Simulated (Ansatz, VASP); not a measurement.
# One calculation of SiF, two programs

```
Si F
1.0
     3.02860    0.00000    0.00000
     0.00000    3.02860    0.00000
     0.00000    0.00000    3.02860
Si F
1 1
Direct
  0.50000 0.50000 0.50000
  0.00000 0.00000 0.00000
```

The cell was built by a generator and needn't be a form met in nature.

Alike in both runs: task relaxation of cell and atoms; functional PBE; dispersion D3(BJ); k mesh 9 × 9 × 9; occupations fermi-dirac, width 0.05 eV; no spin polarisation.

```csv
,VASP,Ansatz
version,VASP 6.6.1,Ansatz 0.2.0
potentials or method,"VASP PAW PBE potentials, release 64 (Si, F)",Ansatz PAW
plane-wave cutoff (eV),600,420
valence electrons in the cell,11,11
```

|  | VASP | Ansatz | Ansatz less VASP |
| --- | --- | --- | --- |
| gap on the k mesh at the Fermi level, each at its own relaxed structure (eV) | none | none | - |
| relaxed volume (Å³/atom) | 13.59 | 13.62 | +0.032 |
| relaxed cell length with the largest relative difference (Å) | 3.007 | 3.009 | +0.0024 |
| energy change over the relaxation (meV/atom) | -2 | -1 | +0.5 |

A gap of «none» marks a metal or a gap that the smearing closes.

Caveats: an odd number of electrons without spin polarisation forces a metal; a magnetic or distorted state may lie lower; pairwise dispersion overbinds metals, which lowers pressure and volume; the plane-wave basis is chosen anew once the cell has moved, so the energies of steps on either side of that aren't comparable (Ansatz); the pressure holds a Pulay correction of +0.5 GPa for the finite cutoff (Ansatz).
